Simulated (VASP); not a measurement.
An input for Ansatz (written as the equivalent of a VASP run, and not itself run):

Ansatz 0.2 input:
```yaml
crystal:
  lattice:
    - [-1.3641564, 1.3641564, 1.3641564]
    - [1.3641564, -1.3641564, 1.3641564]
    - [1.3641564, 1.3641564, -1.3641564]
  atoms:
    - { symbol: Fe, position: [0.0000000, 0.0000000, 0.0000000], spin: 2 }
kpoints:
  mp_grid: { grid: [19, 19, 19] }
hamiltonian:
  xc: lda
  pseudopotentials: { kind: paw }
magnetization: { spin_polarized: true }
scf:
  occupations: { method: methfessel_paxton, width: 0.1 }
  max_iter: 100
relax:
  max_steps: 40
  f_tol: 0.02
  cell: { p_target: 10 }
output: { forces: true, stress: true, eigenvalues: true }
```

**Question.** Translate this input to VASP (INCAR, KPOINTS, POSCAR, choice of POTCAR).

**Answer.** One answer among several that fit: 
### POSCAR
```
Fe
1
   -1.3641563774     1.3641563774     1.3641563774
    1.3641563774    -1.3641563774     1.3641563774
    1.3641563774     1.3641563774    -1.3641563774
Fe
1
Direct
  0.0000000000   0.0000000000   0.0000000000
```

**INCAR**
```
SYSTEM = Fe
PREC = Accurate
ENCUT = 500
EDIFF = 1E-6
NELM = 100
ALGO = Normal
LREAL = .FALSE.
LASPH = .TRUE.
ISMEAR = 1
SIGMA = 0.1
LMAXMIX = 4
ISPIN = 2
MAGMOM = 2.0
LORBIT = 10
LWAVE = .FALSE.
LCHARG = .FALSE.
IBRION = 2
ISIF = 3
NSW = 40
EDIFFG = -0.02
PSTRESS = 100
```

KPOINTS:
```
kpoints
0
gamma
  19 19 19
```

POTCAR, in this order: Fe (LDA.64 set). Program: vasp_std.

What does not carry over: each code has its own PAW files, so the cut-off isn't converted (ENCUT is set for VASP's; basis.ecutwfc is left out, and Ansatz then takes the one that its files recommend); Ansatz stops its SCF on the density residual and VASP on the energy change (EDIFF); Ansatz's lda is the Perdew-Wang form, while the LDA potentials of VASP carry Perdew-Zunger's.

The compound is Fe in the bcc structure. This run relaxes it under an external pressure of 10 GPa. Symmetry was kept, so distortions that lower it aren't found.
